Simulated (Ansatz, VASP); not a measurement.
## H5C4N (liquid pyrrole at 300 K): VASP beside Ansatz

One calculation is typed for both programs; each brings its own data sets. How far apart do they land? The cell is taken from a series of runs on this material, whose earlier steps may have relaxed, scaled, displaced or heated it; both programs get it as it stands.

Main program and level: Ansatz 0.2.0; plane waves, with VASP 6.6.1 beside it; LDA.

## 1. The starting structure

The cell holds 150 atoms: 60 C, 15 N and 75 H. Cell: a = 11.988 Å, b = 11.988 Å, c = 11.988 Å, α = 90.0°, β = 90.0°, γ = 90.0°. As first built, before any earlier steps moved the atoms or strained the cell (in the runner's words): 15 pyrrole placed at random, at 0.97 g/cm^3; overlaps pushed apart, then 10 ps at 450 K with MMFF94 bonds, angles, torsions, charges and radii (Halgren, J. Comput. Chem. 17, 490 (1996)) in harmonic and 12-6 forms. Snapshot after 20 ps at 300 K and fixed volume.

## 2. VASP: single point, LDA

With cell and atoms fixed, the geometry can't cause a difference; cores, projectors, grids and the points listed under the comparison can.

Lines of VASP's logs that name or quote its potential files are left out, and so is its time.

File INCAR:

```
SYSTEM = H5C4N
PREC = Accurate
ENCUT = 600
EDIFF = 1E-06
NELM = 120
ISMEAR = 0
SIGMA = 0.025
LREAL = Auto
ALGO = Normal
GGA = PW92
NBANDS = 300
LORBIT = 11
LWAVE = .FALSE.
LCHARG = .FALSE.
ISIF = 2
LASPH = .TRUE.
GGA_COMPAT = .FALSE.
EFERMI = MIDGAP
```

File POSCAR:

```
H5C4N
1.0
   11.9879300000      0.0000000000      0.0000000000
    0.0000000000     11.9879300000      0.0000000000
    0.0000000000      0.0000000000     11.9879300000
C N H
60 15 75
Direct
    0.3878400000      0.4594900000      0.2919500000
    0.3010300000      0.4943800000      0.2202100000
    0.2482000000      0.5858400000      0.2681500000
    0.3843100000      0.5262800000      0.3832800000
    0.6152600000      0.1306600000      0.8499200000
    0.6567600000      0.2437800000      0.8464300000
    0.7666500000      0.2361900000      0.8176200000
    0.7059600000      0.0609700000      0.8249400000
    0.9513600000      0.9634600000      0.6662100000
    0.9994600000      0.0683000000      0.6328500000
    0.0806700000      0.0931000000      0.7094800000
    0.0110500000      0.9238000000      0.7563100000
    0.7064200000      0.6908400000      0.6681300000
    0.6971500000      0.7731900000      0.7524400000
    0.7212500000      0.7211500000      0.8508200000
    0.7402800000      0.5930700000      0.7184800000
    0.9326700000      0.1097500000      0.0618700000
    0.0409000000      0.1524600000      0.0881600000
    0.0375100000      0.2024600000      0.1888600000
    0.8651900000      0.1436700000      0.1453700000
    0.9461800000      0.4187000000      0.5389300000
    0.9609200000      0.4987300000      0.4558900000
    0.0424500000      0.4610400000      0.3866000000
    0.0199800000      0.3340700000      0.5208800000
    0.3051200000      0.8197300000      0.5734600000
    0.1945800000      0.7749600000      0.5796100000
    0.2068700000      0.6686700000      0.6164300000
    0.3798800000      0.7296000000      0.6025600000
    0.2738400000      0.9297500000      0.0033000000
    0.2961100000      0.0318800000      0.9489300000
[... 114 atom lines left out ...]
    0.0155400000      0.3393300000      0.8934000000
    0.1481700000      0.0696000000      0.4686700000
    0.2083900000      0.9869400000      0.2779400000
    0.4047600000      0.0986700000      0.2195100000
    0.4587100000      0.2061100000      0.3987000000
    0.3145200000      0.2219000000      0.5347300000
```

File KPOINTS:

```
Automatic mesh
0
Gamma
1 1 1
0 0 0
```

The projector-augmented-wave data sets are C, N and H (LDA family, release 64).

Command:

```sh
> export OMP_NUM_THREADS=3
> mpirun -np 1 vasp_gam
```

Numbers of over 12 decimals in the logs are rounded to 6 here.

The program printed:

```text
[banner, memory and clock lines left out]
running    1 mpi-ranks, on    1 nodes
[...]
Offloading initialized ...    1 GPUs detected
[...]
|                                                                             |
|               ----> ADVICE to this user running VASP <----                  |
|                                                                             |
|     You enforced a specific xc type in the INCAR file but a different       |
|     [... a line on the potential file left out ...]
|     I HOPE YOU KNOW WHAT YOU ARE DOING!                                     |
|                                                                             |

 LDA part: xc-table for (Slater(with rela. corr.)+PW92), standard interpolation
 POSCAR, INCAR and KPOINTS ok, starting setup
[...]
entering main loop
       N       E                     dE             d eps       ncg     rms          rms(c)
DAV:   1     0.280369074752E+04    0.28037E+04   -0.21348E+05   616   0.133E+03
DAV:   2    -0.728364359377E+03   -0.35321E+04   -0.33563E+04   764   0.287E+02
DAV:   3    -0.109248514444E+04   -0.36412E+03   -0.36045E+03   752   0.938E+01
DAV:   4    -0.110244274519E+04   -0.99576E+01   -0.99175E+01   744   0.177E+01
[...]
DAV:  16    -0.999148636010E+03   -0.18296E-04   -0.39080E-05   704   0.189E-02    0.817E-03
DAV:  17    -0.999148640411E+03   -0.44003E-05   -0.20988E-05   784   0.130E-02    0.410E-03
DAV:  18    -0.999148640999E+03   -0.58796E-06   -0.61889E-06   736   0.524E-03
   1 F= -.99914864E+03 E0= -.99914864E+03  d E =0.000000E+00
```

From OUTCAR (step 2):

```text
  FREE ENERGIE OF THE ION-ELECTRON SYSTEM (eV)
  ---------------------------------------------------
  free  energy   TOTEN  =      -999.1486409986 eV

  energy  without entropy=     -999.1486409986  energy(sigma->0) =     -999.14864100
```

The run ends at a pressure of -0.66 GPa, with forces up to 4.5 eV/Å.

(Part 1 of 2 ends here.)

[Lines on the potential files, build, host, timing and source positions are cut from VASP's logs without a mark.]

[Logs are printed without paths, hosts, clocks, repeated set-up lines and the standing remarks that a program may print on its own settings, such as how far it seeks lower states.]

[Hosts, paths, dates, database ids (printed as entryN), source tags and the programs' standing remarks are cut or masked in the printed files.]

[The MMFF94 radii named for the starting cell were scaled by 0.96; in molecules described by MMFF94, hydrogen bound to N, O or S took a small fixed 12-6 site in their place.]
